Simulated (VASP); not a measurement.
Wanted: the native input for a VASP 6.6.1 run.

* Task: relaxation of cell and atoms
* Functional: PBE
* Potentials or basis: VASP PAW PBE potentials, release 64 (Mn_pv, C)
* Cutoff: 520 eV
* k mesh: 7 × 7 × 7
* Occupations: gaussian, width 0.15 eV
* Spin: collinear spin, ferromagnetic start
* Starting moments: [4.0, 4.0, 0.0] μB
* Further INCAR settings: PREC = Normal; ALGO = Fast; EDIFF = 0.0001; IBRION = 2; EDIFFG = -0.08; NSW = 24; ISIF = 3

The structure of Mn2C lies in POSCAR:

```
Mn2C
1.0
    0.0000000000      2.5008783000      2.5008783000
    2.5008783000      0.0000000000      2.5008783000
    2.5008783000      2.5008783000      0.0000000000
Mn C
2 1
Direct
    0.2500000000      0.2500000000      0.2500000000
    0.7500000000      0.7500000000      0.7500000000
    0.0000000000      0.0000000000      0.0000000000
```

The cell was built by a generator and needn't be a form met in nature.

These files were run (other wordings do the same):

INCAR

```
ALGO     = Fast           # electronic algorithm
EDIFF    = 1E-4           # SCF threshold, eV
EDIFFG   = -0.08          # ionic threshold
ENCUT    = 520            # plane-wave cutoff, eV
GGA      = PE             # functional
IBRION   = 2              # ionic algorithm
ISIF     = 3              # what is computed and relaxed
ISMEAR   = 0              # smearing method
ISPIN    = 2              # spin polarisation
LASPH    = True           # aspherical terms in the spheres
LCHARG   = False          # write CHGCAR
LMAXMIX  = 4              # l up to which the mixer works
LORBIT   = 11             # projections on sites
LREAL    = False          # projectors in reciprocal space
LWAVE    = False          # write WAVECAR
MAGMOM   = 4 4 0          # initial moments
NELM     = 60             # most SCF steps
NSW      = 24             # ionic steps
PREC     = Normal         # precision mode
SIGMA    = 0.15           # smearing width, eV
```

KPOINTS

```
k-points
0
Gamma
  7 7 7
```

Potentials or basis: VASP PAW PBE potentials, release 64 (Mn_pv, C).

The run is started by

```bash
$ cat potpaw_PBE.64/Mn_pv/POTCAR potpaw_PBE.64/C/POTCAR > POTCAR
$ mpirun -np 1 vasp_std > vasp.out
```

Results of the run:

- Relaxed volume: 9.88 Å³/atom
- Relaxed cell: a = 3.474 Å, b = 3.474 Å, c = 3.474 Å, α = 60.00°, β = 60.00°, γ = 60.00°
- Space group after relaxing (to 0.05 Å): Fm-3m (No. 225)
- Energy gained by relaxing: 20.2 meV/atom
- Ionic steps: 3
- Pressure after relaxing: 0.4 GPa
- Band gap on the k mesh: none (metal or under the smearing width)
- Net moment: 4.34 μB per cell
- Site moments: Mn +2.19; C -0.14 μB
- Valence electrons inside the program's atomic spheres: Mn 11.95; C 2.32

Run time: 19 s on 1 thread of Intel(R) Xeon(R) 6975P-C (Granite Rapids) (shared host), peak memory 0.15 GiB.
